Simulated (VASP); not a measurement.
Level of theory: PBE GGA, VASP's PBE PAW potentials (set 64) (plane waves; VASP).

Input for VASP

**KPOINTS**
```
k-points along high-symmetry lines
15
Line-mode
Reciprocal
  0.000000   0.000000   0.000000 ! GAMMA
  0.000000   0.500000   0.000000 ! X

  0.000000   0.500000   0.000000 ! X
  0.500000   0.500000   0.000000 ! M

  0.500000   0.500000   0.000000 ! M
  0.000000   0.000000   0.000000 ! GAMMA

  0.000000   0.000000   0.000000 ! GAMMA
  0.500000   0.500000   0.500000 ! R

  0.500000   0.500000   0.500000 ! R
  0.000000   0.500000   0.000000 ! X

  0.500000   0.500000   0.500000 ! R
  0.500000   0.500000   0.000000 ! M
```

**INCAR**
```
! general
SYSTEM  = CsPbCl3
PREC    = Accurate
ENCUT   = 400   ! plane-wave cut-off (eV)
LREAL   = .FALSE.   ! projection in real space or not
LASPH   = .TRUE.
ICHARG  = 11   ! fixed density

! electronic loop
EDIFF   = 1E-7
NELM    = 100   ! most electronic steps
ALGO    = Normal   ! blocked Davidson
LMAXMIX = 4

! smearing
ISMEAR  = 0   ! Gaussian
SIGMA   = 0.05   ! width (eV)

! functional
GGA     = PE   ! PBE

! output
LWAVE   = .FALSE.
LCHARG  = .FALSE.
LORBIT  = 11
```

### POSCAR
```
CsPbCl3
5.73080
  1.0000000664   0.0000000000   0.0000000000
  0.0000000000   1.0000000664   0.0000000000
  0.0000000000   0.0000000000   1.0000000664
Cs Pb Cl
1 1 3
Cartesian
  0.0000000000   0.0000000000   0.0000000000
  0.5000000332   0.5000000332   0.5000000332
  0.5000000332   0.0000000000   0.5000000332
  0.0000000000   0.5000000332   0.5000000332
  0.5000000332   0.5000000332   0.0000000000
```

POTCAR, in this order: Cs_sv Pb_d Cl (PBE.64 set). Program: vasp_std. Read from the step before: CHGCAR.

Output of the run:

**OUTCAR**
```
 ion  position               nearest neighbor table
   1  0.000  0.000  0.000-
   2  0.500  0.500  0.500-   3 2.87   4 2.87   5 2.87   5 2.87   3 2.87   4 2.87
   3  0.500  0.000  0.500-   2 2.87   2 2.87
   4  0.000  0.500  0.500-   2 2.87   2 2.87
   5  0.500  0.500  0.000-   2 2.87   2 2.87
  LATTYP: Found a simple cubic cell.
 ALAT       =     5.7308003804
 Subroutine PRICEL returns:
 Original cell was already a primitive cell.
 Subroutine GETGRP returns: Found 48 space group operations
The static configuration has the point symmetry O_h .
The dynamic configuration has the point symmetry O_h .
 Subroutine INISYM returns: Found 48 space group operations
   k-points           NKPTS =     90   k-points in BZ     NKDIM =     90   number of bands    NBANDS=     26
   number of dos      NEDOS =    301   number of ions     NIONS =      5
   total plane-waves  NPLWV =  64000
   dimension x,y,z NGX =    40 NGY =   40 NGZ =   40
   dimension x,y,z NGXF=    80 NGYF=   80 NGZF=   80
   ions per type =               1   1   3
   PREC   = accura    normal or accurate (medium, high low for compatibility)
   ISTART =      0    job   : 0-new  1-cont  2-samecut
   ICHARG =     11    charge: 1-file 2-atom 10-const
   ISPIN  =      1    spin polarized calculation?
   LNONCOLLINEAR =      F non collinear calculations
   LSORBIT =      F    spin-orbit coupling
   INIWAV =      1    electr: 0-lowe 1-rand  2-diag
   ENCUT  =  400.0 eV  29.40 Ry    5.42 a.u.   9.35  9.35  9.35*2*pi/ulx,y,z
   NELM   =    100;   NELMIN=  2; NELMDL= -5     # of ELM steps
   EDIFF  = 0.1E-06   stopping-criterion for ELM
   LREAL  =      F    real-space projection
   NLSPLINE    = F    spline interpolate recip. space projectors
   LMAXMIX     =    4 max onsite mixed and CHGCAR
   VOSKOWN=      0    Vosko Wilk Nusair interpolation
   EDIFFG = 0.1E-05   stopping-criterion for IOM
   NSW    =      0    number of steps for IOM
   NBLOCK =      1;   KBLOCK =      1    inner block; outer block
   IBRION =     -1    ionic relax: 0-MD 1-quasi-New 2-CG
   NFREE  =      0    steps in history (QN), initial steepest desc. (CG)
   ISIF   =      2    stress and relaxation
...
```

**OSZICAR**
```
       N       E                     dE             d eps       ncg     rms          rms(c)
DAV:   1     0.373994215158E+03    0.37399E+03   -0.17036E+04  4680   0.126E+03
DAV:   2     0.266082932776E+02   -0.34739E+03   -0.34094E+03  5976   0.317E+02
DAV:   3    -0.154990780430E+02   -0.42107E+02   -0.41514E+02  5582   0.124E+02
DAV:   4    -0.170925093110E+02   -0.15934E+01   -0.15897E+01  5936   0.314E+01
DAV:   5    -0.171500393434E+02   -0.57530E-01   -0.57501E-01  6196   0.485E+00
DAV:   6    -0.171521515035E+02   -0.21122E-02   -0.21120E-02  7022   0.101E+00
DAV:   7    -0.171521743976E+02   -0.22894E-04   -0.22892E-04  6216   0.786E-02
DAV:   8    -0.171521748447E+02   -0.44702E-06   -0.44709E-06  6992   0.120E-02
DAV:   9    -0.171521748520E+02   -0.73624E-08   -0.72995E-08  4396   0.108E-03
   1 F= -.17152175E+02 E0= -.17152175E+02  d E =-.108224E-13
```

File OUTCAR:
```
 val. band max:        0.9853015255   @ k =   0.5000   0.5000   0.5000

 cond. band min:       3.1944057738   @ k =   0.5000   0.5000   0.5000



 k-point     1 :       0.0000    0.0000    0.0000
  band No.  band energies     occupation
      1     -20.0574      2.00000
      2     -15.5262      2.00000
      3     -15.5262      2.00000
      4     -15.3647      2.00000
      5     -15.3647      2.00000
      6     -15.3647      2.00000
      7     -13.5740      2.00000
      8     -12.8882      2.00000
      9     -12.8882      2.00000
     10      -6.8447      2.00000
     11      -6.8447      2.00000
     12      -6.8447      2.00000
     13      -5.4732      2.00000
     14      -3.0535      2.00000
     15      -3.0535      2.00000
     16      -3.0535      2.00000
     17      -1.1520      2.00000
     18      -1.1520      2.00000
     19      -1.1520      2.00000
     20      -1.0742      2.00000
     21      -1.0742      2.00000
     22      -1.0742      2.00000
     23       4.6460      0.00000
     24       5.7198      0.00000
     25       5.7198      0.00000
     26       6.6074      0.00000

 k-point     2 :       0.0000    0.0357    0.0000
  band No.  band energies     occupation
      1     -20.0574      2.00000
      2     -15.5262      2.00000
      3     -15.5253      2.00000
      4     -15.3647      2.00000
      5     -15.3647      2.00000
      6     -15.3647      2.00000
      7     -13.5727      2.00000
      8     -12.8910      2.00000
      9     -12.8881      2.00000
     10      -6.8446      2.00000
     11      -6.8445      2.00000
     12      -6.8445      2.00000
     13      -5.4886      2.00000
     14      -3.0526      2.00000
     15      -3.0526      2.00000
     16      -3.0268      2.00000
     17      -1.1532      2.00000
     18      -1.1531      2.00000
     19      -1.1531      2.00000
     20      -1.0753      2.00000
     21      -1.0753      2.00000
     22      -1.0749      2.00000
     23       4.6574      0.00000
...
```

The density is held fixed in this step, so its total energy and stress have no physical meaning. Unless said otherwise, spin-orbit coupling is left out, though it shifts the bands of the heavy elements here.

The compound is CsPbCl3 in the cubic perovskite structure, the ideal cubic form; the compound distorts at low or room temperature. It was relaxed first, which changed the volume by +7 %.
